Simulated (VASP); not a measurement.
Given:

```
CELL_PARAMETERS angstrom
      0.00000     2.00115     2.00115
      2.00115     0.00000     2.00115
      2.00115     2.00115     0.00000
ATOMIC_POSITIONS crystal
  Al 0.00000 0.00000 0.00000
```

All values below come from revTPSS meta-GGA, VASP's PBE PAW potentials (set 64) (plane waves; VASP). Run with 520 eV cut-off, 17×17×17 Γ-centred mesh, tetrahedra with Blöchl corrections, potentials Al.

Estimate the energy per atom (σ→0), band gap (over mesh and band path) with the smallest direct gap where there is one.

- band gap (over mesh and band path): none (metal, semimetal or under 0.01 eV)
- energy per atom (σ→0): -5.305 eV/atom

Only differences to runs with the same potentials and settings are physical.

The compound is Al in the fcc structure. It was relaxed first.
